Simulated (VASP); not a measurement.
Cost and result of VASP (PAW) for the bulk modulus of AuAl₂ (fluorite). Static lattice, third-order Birch-Murnaghan fit over five volumes. The cost counts the five points of the equation of state, each on the mesh and cut-off of its row, so the ratios hold those differences too. With r2SCAN it took about 5 core-minutes. Costs are core time on shared hosts, one run each; read them as rough ratios.

```json
[
 {"level": "PBE-D3 (zero damping)", "k-mesh": "9×9×9", "cut-off (eV)": "520", "bulk modulus (GPa)": "115", "cost over r2SCAN": "about 1/5"},
 {"level": "revPBE", "k-mesh": "9×9×9", "cut-off (eV)": "520", "bulk modulus (GPa)": "101", "cost over r2SCAN": "about 1/5"},
 {"level": "PW91", "k-mesh": "9×9×9", "cut-off (eV)": "520", "bulk modulus (GPa)": "(withheld)", "cost over r2SCAN": "about 1/5"},
 {"level": "vdW-DF-cx", "k-mesh": "9×9×9", "cut-off (eV)": "520", "bulk modulus (GPa)": "113", "cost over r2SCAN": "within a factor of 2"},
 {"level": "optB86b-vdW", "k-mesh": "9×9×9", "cut-off (eV)": "520", "bulk modulus (GPa)": "110", "cost over r2SCAN": "within a factor of 2"},
 {"level": "vdW-DF2", "k-mesh": "9×9×9", "cut-off (eV)": "520", "bulk modulus (GPa)": "74.1", "cost over r2SCAN": "within a factor of 2"},
 {"level": "r2SCAN", "k-mesh": "9×9×9", "cut-off (eV)": "520", "bulk modulus (GPa)": "119", "cost over r2SCAN": "reference"},
 {"level": "SCAN", "k-mesh": "9×9×9", "cut-off (eV)": "520", "bulk modulus (GPa)": "(withheld)", "cost over r2SCAN": "within a factor of 2"}
]
```

Question: Complete the blanks.

Answer: 
- PW91, bulk modulus (GPa): 105
- SCAN, bulk modulus (GPa): 127

Left out are levels that failed, ran on another kind of processor or have no fit band path; at most nine are shown.

The compound is AuAl2 in the fluorite structure.
